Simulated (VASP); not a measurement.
Method: HSE06 screened hybrid, VASP's PBE PAW potentials (set 64) (plane waves; VASP).

A VASP calculation is set up with these files.

POSCAR:
```
TePb
1
    0.0000000000     3.2277190000     3.2277190000
    3.2277190000     0.0000000000     3.2277190000
    3.2277190000     3.2277190000     0.0000000000
Te Pb
1 1
Direct
  0.0000000000   0.0000000000   0.0000000000
  0.5000000000   0.5000000000   0.5000000000
```

**KPOINTS**
```
Automatic mesh
0
Gamma
2 2 2
0 0 0
```

### INCAR
```
HFSCREEN=0.2   ! 1/Angstrom
EDIFF=1E-6
ALGO=Normal   ! blocked Davidson
PRECFOCK=Fast
AEXX=0.25
PREC=Accurate
LASPH=.TRUE.   ! aspherical one-centre terms
LMAXMIX=4   ! l cut-off of mixed one-centre charges
SIGMA=0.02   ! width (eV)
SYSTEM=TePb
ISIF=2   ! forces and stress, cell fixed
NELM=100
LCHARG=.FALSE.
LHFCALC=.TRUE.
ENCUT=300   ! plane-wave cut-off (eV)
ISYM=3
LREAL=.FALSE.   ! projection in real space or not
LWAVE=.FALSE.
GGA=PE   ! PBE
ISMEAR=0   ! Gaussian
```

POTCAR, in this order: Te Pb_d (PBE.64 set). Program: vasp_std.

The resulting files:

**OSZICAR**
```
       N       E                     dE             d eps       ncg     rms          rms(c)
DAV:   1    -0.355507179501E+04   -0.35551E+04   -0.71132E+03    84   0.947E+02
DAV:   2    -0.368351196889E+04   -0.12844E+03   -0.12678E+03    96   0.291E+02
DAV:   3    -0.369284966506E+04   -0.93377E+01   -0.93262E+01   108   0.885E+01
DAV:   4    -0.369305290299E+04   -0.20324E+00   -0.20322E+00   118   0.161E+01
DAV:   5    -0.791334061650E+01    0.36851E+04   -0.13149E+01   102   0.561E+01    0.130E+01
DAV:   6    -0.752814092130E+01    0.38520E+00   -0.13327E+00    96   0.913E+00    0.739E+00
DAV:   7    -0.750170650101E+01    0.26434E-01   -0.41768E-01   118   0.305E+00    0.609E+00
DAV:   8    -0.750676611999E+01   -0.50596E-02   -0.47857E-02   124   0.122E+00    0.416E+00
DAV:   9    -0.750654113827E+01    0.22498E-03   -0.26940E-03   108   0.489E-01    0.250E+00
DAV:  10    -0.750625731493E+01    0.28382E-03   -0.48296E-04   102   0.244E-01    0.142E+00
DAV:  11    -0.750623606965E+01    0.21245E-04   -0.22794E-04   102   0.138E-01    0.774E-01
DAV:  12    -0.750627185904E+01   -0.35789E-04   -0.89149E-05   122   0.810E-02    0.413E-01
DAV:  13    -0.750630217769E+01   -0.30319E-04   -0.32731E-05   102   0.495E-02    0.221E-01
DAV:  14    -0.750632109113E+01   -0.18913E-04   -0.14020E-05    98   0.323E-02    0.118E-01
DAV:  15    -0.750633169230E+01   -0.10601E-04   -0.57352E-06   102   0.207E-02    0.623E-02
DAV:  16    -0.750633713654E+01   -0.54442E-05   -0.23293E-06    82   0.136E-02    0.340E-02
DAV:  17    -0.750633992109E+01   -0.27845E-05   -0.11619E-06    74   0.914E-03    0.180E-02
DAV:  18    -0.750634116869E+01   -0.12476E-05   -0.47841E-07    54   0.581E-03    0.101E-02
DAV:  19    -0.750634176057E+01   -0.59188E-06   -0.23668E-07    42   0.416E-03
   1 F= -.75063418E+01 E0= -.75063418E+01  d E =-.314744E-35
```

OUTCAR:
```
------------------------ aborting loop because EDIFF is reached ----------------------------------------
  FORCE on cell =-STRESS in cart. coord.  units (eV):
  Direction    XX          YY          ZZ          XY          YZ          ZX
  --------------------------------------------------------------------------------------
  Total        3.2780876      3.2780876      3.2780876     -0.0000000     -0.0000000      0.0000000
  in kB       78.0933389     78.0933389     78.0933389     -0.0000000     -0.0000000      0.0000000
  external PRESSURE =      78.0933389 kB  Pullay stress =       0.0000000 kB
  volume of cell :       67.25
      direct lattice vectors                 reciprocal lattice vectors
     0.000000000  3.227719000  3.227719000    -0.154908157  0.154908157  0.154908157
     3.227719000  0.000000000  3.227719000     0.154908157 -0.154908157  0.154908157
     3.227719000  3.227719000  0.000000000     0.154908157  0.154908157 -0.154908157
  FREE ENERGIE OF THE ION-ELECTRON SYSTEM (eV)
  ---------------------------------------------------
  free  energy   TOTEN  =        -7.5063417606 eV

  energy  without entropy=       -7.5063417606  energy(sigma->0) =       -7.50634176

  exchange ACFDT corr.  =         0.00000000  see jH, gK, PRB 81, 115126
```
(Selected blocks of OUTCAR.)

At this cut-off the stress carries a Pulay error, which pulls relaxed volumes low.

The structure comes from a computed database's TePb entry; how it stands against other phases isn't given here. The cell was not relaxed at this level. The k-mesh is coarse (spacing up to 0.84 per Å, 2π included), so the numbers may not be converged in it. The run is one of a series of settings (KPOINTS 2×2×2 Γ-centred mesh against the base run), some of them coarse on purpose.
